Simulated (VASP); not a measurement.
All values below come from r2SCAN meta-GGA, VASP's PBE PAW potentials (set 64) (plane waves; VASP 6.6.1).

VASP input:

**INCAR**
```
NSW = 30   ! most ionic steps
METAGGA = R2SCAN
EDIFFG = -0.001   ! ionic stop
SIGMA = 0.1   ! width (eV)
SYSTEM = NiSb
ALGO = Normal
ISMEAR = 1
LMAXMIX = 4
NELM = 100   ! most electronic steps
LREAL = F   ! projection in real space or not
LMIXTAU = T
EDIFF = 1E-8   ! SCF stop (eV)
IBRION = 1   ! quasi-Newton
ISIF = 2   ! forces and stress, cell fixed
LWAVE = F
LCHARG = F
ENCUT = 400   ! plane-wave cut-off (eV)
LASPH = T   ! aspherical one-centre terms
PREC = Accurate
```

**KPOINTS**
```
Automatic
0
G
 8 8 6
```

File POSCAR:
```
NiSb
1
    1.9634461380    -3.4007886318     0.0000000000
    1.9634461380     3.4007886318    -0.0000000000
    0.0000000000    -0.0000000000     5.1194273600
Ni Sb
2 2
Direct
  0.0000000000   0.0000000000   0.5000000000
  0.0000000000   0.0000000000   0.0000000000
  0.3333330000   0.6666670000   0.2500000000
  0.6666670000   0.3333330000   0.7500000000
```

POTCAR, in this order: Ni Sb (PBE.64 set). Program: vasp_std.

The run wrote:

File OSZICAR:
```
       N       E                     dE             d eps       ncg     rms          rms(c)
DAV:   1     0.994905707600E+02    0.99491E+02   -0.11077E+04  1520   0.138E+03
DAV:   2    -0.724591728949E+02   -0.17195E+03   -0.16751E+03  1529   0.309E+02
DAV:   3    -0.809105043427E+02   -0.84513E+01   -0.81806E+01  1756   0.849E+01
DAV:   4    -0.811436478683E+02   -0.23314E+00   -0.23116E+00  1689   0.134E+01
DAV:   5    -0.811511293847E+02   -0.74815E-02   -0.74739E-02  1878   0.249E+00    0.128E+01
DAV:   6    -0.803230742632E+02    0.82806E+00   -0.37617E+01  1613   0.115E+02    0.177E+01
DAV:   7    -0.761400567868E+02    0.41830E+01   -0.11336E+01  1640   0.728E+01    0.421E+00
DAV:   8    -0.763468968208E+02   -0.20684E+00   -0.22570E+00  2121   0.184E+01    0.321E+00
DAV:   9    -0.763251304623E+02    0.21766E-01   -0.28137E-01  1831   0.934E+00    0.898E-01
DAV:  10    -0.763516283089E+02   -0.26498E-01   -0.38776E-02  1793   0.204E+00    0.426E-01
DAV:  11    -0.763512464106E+02    0.38190E-03   -0.33047E-03  2245   0.734E-01    0.156E-01
DAV:  12    -0.763521376675E+02   -0.89126E-03   -0.61638E-03  1774   0.107E+00    0.936E-02
DAV:  13    -0.763526053880E+02   -0.46772E-03   -0.65340E-04  1620   0.364E-01    0.474E-02
DAV:  14    -0.763525339894E+02    0.71399E-04   -0.50318E-05  1845   0.728E-02    0.128E-02
DAV:  15    -0.763526106485E+02   -0.76659E-04   -0.25508E-05  1755   0.748E-02    0.581E-03
DAV:  16    -0.763525842402E+02    0.26408E-04   -0.28032E-06  1685   0.247E-02    0.339E-03
DAV:  17    -0.763526018434E+02   -0.17603E-04   -0.53521E-07  1633   0.100E-02    0.885E-04
DAV:  18    -0.763525904468E+02    0.11397E-04   -0.18566E-07  1584   0.541E-03    0.353E-04
DAV:  19    -0.763525951721E+02   -0.47253E-05   -0.27248E-08  1300   0.197E-03    0.200E-04
DAV:  20    -0.763525933870E+02    0.17851E-05   -0.28162E-09   805   0.916E-04    0.766E-05
DAV:  21    -0.763525935075E+02   -0.12048E-06   -0.46304E-10   781   0.243E-04    0.702E-05
DAV:  22    -0.763525933506E+02    0.15683E-06   -0.14160E-10   778   0.156E-04    0.144E-05
DAV:  23    -0.763525934375E+02   -0.86826E-07   -0.53126E-11   766   0.837E-05    0.564E-06
DAV:  24    -0.763525934926E+02   -0.55139E-07   -0.24027E-11   769   0.546E-05    0.435E-06
DAV:  25    -0.763525934206E+02    0.71972E-07   -0.12174E-11   763   0.539E-05    0.340E-06
DAV:  26    -0.763525934216E+02   -0.96543E-09   -0.29675E-12   769   0.222E-05
   1 F= -.76352593E+02 E0= -.76352329E+02  d E =-.763526E+02
```

OUTCAR:
```
------------------------ aborting loop because EDIFF is reached ----------------------------------------
  FORCE on cell =-STRESS in cart. coord.  units (eV):
  Direction    XX          YY          ZZ          XY          YZ          ZX
  --------------------------------------------------------------------------------------
  Total        0.0304850      0.0304850     -0.0664907      0.0000000      0.0000000      0.0000000
  in kB        0.7144097      0.7144097     -1.5581928      0.0000000      0.0000000      0.0000000
  external PRESSURE =      -0.0431245 kB  Pullay stress =       0.0000000 kB
  volume of cell :       68.37
      direct lattice vectors                 reciprocal lattice vectors
     1.963446138 -3.400788632  0.000000000     0.254654299 -0.147024721  0.000000000
     1.963446138  3.400788632  0.000000000     0.254654299  0.147024721  0.000000000
     0.000000000  0.000000000  5.119427360     0.000000000  0.000000000  0.195334347
 POSITION                                       TOTAL-FORCE (eV/Angst)
 -----------------------------------------------------------------------------------
      0.00000      0.00000      2.55971         0.000000     -0.000000      0.000000
      0.00000      0.00000      0.00000         0.000000     -0.000000      0.000000
      1.96345      1.13360      1.27986        -0.000000     -0.000000      0.000000
      1.96345     -1.13360      3.83957         0.000000      0.000000      0.000000
 -----------------------------------------------------------------------------------
    total drift:                                0.000000      0.000000      0.000000
  FREE ENERGIE OF THE ION-ELECTRON SYSTEM (eV)
  ---------------------------------------------------
  free  energy   TOTEN  =       -76.3525934216 eV

  energy  without entropy=      -76.3518014974  energy(sigma->0) =      -76.35232945

 reached required accuracy - stopping structural energy minimisation
```
(Selected blocks of OUTCAR.)

The compound is NiSb in the NiAs type structure. It was relaxed first. The start is the result of an earlier pass. The run is not spin-polarised, so no magnetic state was tried.
